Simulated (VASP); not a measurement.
Computed with PBEsol GGA, VASP's PBE PAW potentials (set 64) (plane waves; VASP 6.6.1).

VASP ran on this input.

**KPOINTS**
```
Automatic mesh
0
Gamma
5 5 5
0 0 0
```

POSCAR:
```
Ga3InAs4
1
    5.7649125343     0.0000000000     0.0000000000
    0.0000000000     5.7649125343     0.0000000000
    0.0000000000     0.0000000000     5.7649125343
In As Ga
1 4 3
Direct
  0.0000000000   0.0000000000   0.0000000000
  0.2595866231   0.2595866231   0.2595866231
  0.7404133769   0.7404133769   0.2595866231
  0.7404133769   0.2595866231   0.7404133769
  0.2595866231   0.7404133769   0.7404133769
  0.5000000000   0.5000000000   0.0000000000
  0.5000000000   0.0000000000   0.5000000000
  0.0000000000   0.5000000000   0.5000000000
```

INCAR:
```
# general
SYSTEM =Ga3InAs4
PREC   =Accurate
ENCUT  =400   # plane-wave cut-off (eV)
LREAL  =F   # projection in real space or not
LASPH  =T

# electronic loop
EDIFF  =1E-7   # SCF stop (eV)
NELM   =100   # most electronic steps
ALGO   =Normal   # blocked Davidson
LMAXMIX=4   # l cut-off of mixed one-centre charges

# smearing
ISMEAR =-5

# functional
GGA    =PS

# ions
ISIF   =2

# output
LWAVE  =F
LCHARG =T
LORBIT =11   # lm-projected
NEDOS  =601

# other
LEFG   =T
```

POTCAR, in this order: In_d As Ga_d (PBE.64 set). Program: vasp_std.

What VASP printed:

OSZICAR:
```
       N       E                     dE             d eps       ncg     rms          rms(c)
DAV:   1     0.586979515211E+03    0.58698E+03   -0.28252E+04   879   0.190E+03
DAV:   2     0.584760815195E+02   -0.52850E+03   -0.51556E+03   916   0.497E+02
DAV:   3    -0.307912933201E+02   -0.89267E+02   -0.87107E+02   981   0.176E+02
DAV:   4    -0.363306767619E+02   -0.55394E+01   -0.54989E+01  1092   0.431E+01
DAV:   5    -0.365060766486E+02   -0.17540E+00   -0.17509E+00  1320   0.781E+00    0.682E+00
DAV:   6    -0.357400561345E+02    0.76602E+00   -0.14916E+00  1201   0.146E+01    0.388E+00
DAV:   7    -0.356237402839E+02    0.11632E+00   -0.68252E-01  1194   0.442E+00    0.109E+00
DAV:   8    -0.356179241890E+02    0.58161E-02   -0.11316E-01  1082   0.351E+00    0.396E-01
DAV:   9    -0.356178688981E+02    0.55291E-04   -0.11225E-02  1084   0.141E+00    0.183E-01
DAV:  10    -0.356181613439E+02   -0.29245E-03   -0.19050E-03  1138   0.289E-01    0.134E-01
DAV:  11    -0.356182748171E+02   -0.11347E-03   -0.30100E-04  1143   0.920E-02    0.474E-02
DAV:  12    -0.356182669258E+02    0.78914E-05   -0.47462E-05   989   0.401E-02    0.231E-02
DAV:  13    -0.356182676211E+02   -0.69531E-06   -0.89415E-06  1133   0.118E-02    0.747E-03
DAV:  14    -0.356182671548E+02    0.46631E-06   -0.37225E-06  1149   0.131E-02    0.485E-03
DAV:  15    -0.356182669813E+02    0.17348E-06   -0.51374E-07   778   0.341E-03    0.415E-04
DAV:  16    -0.356182669697E+02    0.11582E-07   -0.45721E-08   540   0.148E-03
   1 F= -.35618267E+02 E0= -.35618267E+02  d E =0.000000E+00
```

File OUTCAR:
```
------------------------ aborting loop because EDIFF is reached ----------------------------------------
  FORCE on cell =-STRESS in cart. coord.  units (eV):
  Direction    XX          YY          ZZ          XY          YZ          ZX
  --------------------------------------------------------------------------------------
  Total        0.0620652      0.0620652      0.0620652      0.0000000      0.0000000      0.0000000
  in kB        0.5190160      0.5190160      0.5190160      0.0000000      0.0000000      0.0000000
  external PRESSURE =       0.5190160 kB  Pullay stress =       0.0000000 kB
  volume of cell :      191.59
      direct lattice vectors                 reciprocal lattice vectors
     5.764912534  0.000000000  0.000000000     0.173463169  0.000000000  0.000000000
     0.000000000  5.764912534  0.000000000     0.000000000  0.173463169  0.000000000
     0.000000000  0.000000000  5.764912534     0.000000000  0.000000000  0.173463169
 POSITION                                       TOTAL-FORCE (eV/Angst)
 -----------------------------------------------------------------------------------
      0.00000      0.00000      0.00000         0.000000     -0.000000     -0.000000
      1.49649      1.49649      1.49649        -0.006683     -0.006683     -0.006683
      4.26842      4.26842      1.49649         0.006683      0.006683     -0.006683
      4.26842      1.49649      4.26842         0.006683     -0.006683      0.006683
      1.49649      4.26842      4.26842        -0.006683      0.006683      0.006683
      2.88246      2.88246      0.00000         0.000000      0.000000     -0.000000
      2.88246      0.00000      2.88246         0.000000     -0.000000     -0.000000
      0.00000      2.88246      2.88246         0.000000      0.000000     -0.000000
 -----------------------------------------------------------------------------------
    total drift:                                0.000000      0.000000     -0.000000
  FREE ENERGIE OF THE ION-ELECTRON SYSTEM (eV)
  ---------------------------------------------------
  free  energy   TOTEN  =       -35.6182669697 eV

  energy  without entropy=      -35.6182669697  energy(sigma->0) =      -35.61826697

 total charge

# of ion       s       p       d       tot
------------------------------------------
    1        0.852   0.790   9.889  11.531
    2        1.216   1.576   0.028   2.821
    3        1.216   1.576   0.028   2.821
    4        1.216   1.576   0.028   2.821
    5        1.216   1.576   0.028   2.821
    6        0.883   0.773   9.992  11.649
    7        0.883   0.773   9.992  11.649
    8        0.883   0.773   9.992  11.649
--------------------------------------------------
tot          8.367   9.416  39.978  57.761
```
(Selected blocks of OUTCAR.)

**OUTCAR**
```
 val. band max:        3.9271719161   @ k =   0.0000   0.0000   0.0000

 cond. band min:       4.0238874561   @ k =   0.0000   0.0000   0.0000


 Fermi energy:         3.9484062361

 k-point     1 :       0.0000    0.0000    0.0000
  band No.  band energies     occupation
      1     -10.9350      2.00000
      2     -10.9350      2.00000
      3     -10.9350      2.00000
      4     -10.8427      2.00000
      5     -10.8427      2.00000
      6     -10.8427      2.00000
      7     -10.8097      2.00000
      8     -10.8097      2.00000
      9     -10.8097      2.00000
     10     -10.8001      2.00000
     11     -10.8001      2.00000
     12     -10.7979      2.00000
     13     -10.7774      2.00000
     14     -10.7681      2.00000
     15     -10.7681      2.00000
     16     -10.3574      2.00000
     17     -10.3574      2.00000
     18     -10.3574      2.00000
     19     -10.2290      2.00000
     20     -10.2290      2.00000
     21      -8.5572      2.00000
     22      -6.1804      2.00000
     23      -6.1804      2.00000
     24      -6.1804      2.00000
     25      -2.8737      2.00000
     26      -2.8737      2.00000
     27      -2.1763      2.00000
     28       1.2777      2.00000
     29       1.2777      2.00000
     30       1.2777      2.00000
     31       1.4033      2.00000
     32       1.4033      2.00000
     33       1.4033      2.00000
     34       3.9272      2.00000
     35       3.9272      2.00000
     36       3.9272      2.00000
     37       4.0239      0.00000
     38       5.3392      0.00000
     39       5.3392      0.00000
     40       5.3392      0.00000
     41       5.4891      0.00000
     42       5.7078      0.00000
     43       5.7078      0.00000

 k-point     2 :       0.2000    0.0000    0.0000
  band No.  band energies     occupation
      1     -10.9316      2.00000
      2     -10.9316      2.00000
      3     -10.9288      2.00000
      4     -10.8516      2.00000
      5     -10.8411      2.00000
...
```

Unless said otherwise, spin-orbit coupling is left out, though it shifts the bands of the heavy elements here.

The structure was generated: Ga3InAs4 was put into an ordered model structure (P-43m), which need not be its known phase. It was relaxed first.
